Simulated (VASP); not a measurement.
## PbO (relaxed from the NiAs type structure, space group P6_3/mmc): computed properties

Level of theory: PBEsol GGA, VASP's PBE PAW potentials (set 64) (plane waves; VASP 6.6.1).

```yaml
space_group: P6_3/mmc (194)
cell: a = b = 3.5435 Å, c = 6.4215 Å, α = β = 90.00°, γ = 120.00°
volume_per_atom: 17.46 Å³/atom
band gap (over mesh and band path): none (metal, semimetal or under 0.01 eV)
density: 10.62 g/cm³
```

Space group P6₃/mmc (No. 194); a = 3.5435 Å, b = 3.5435 Å, c = 6.4215 Å, α = 90.00°, β = 90.00°, γ = 120.00°

| atom | site | symmetry | x | y | z |
|---|---|---|---|---|---|
| Pb | 2a | -3m. | 0.0000 | 0.0000 | 0.0000 |
| O | 2c | -6m2 | 0.3333 | 0.6667 | 0.2500 |

Unless said otherwise, spin-orbit coupling is left out, though it shifts the bands of the heavy elements here.

The structure was generated: PbO was put into the NiAs type type (P6_3/mmc), which need not be its known phase. It was relaxed first, which changed the volume by +50 %. Symmetry was kept, so distortions that lower it aren't found.
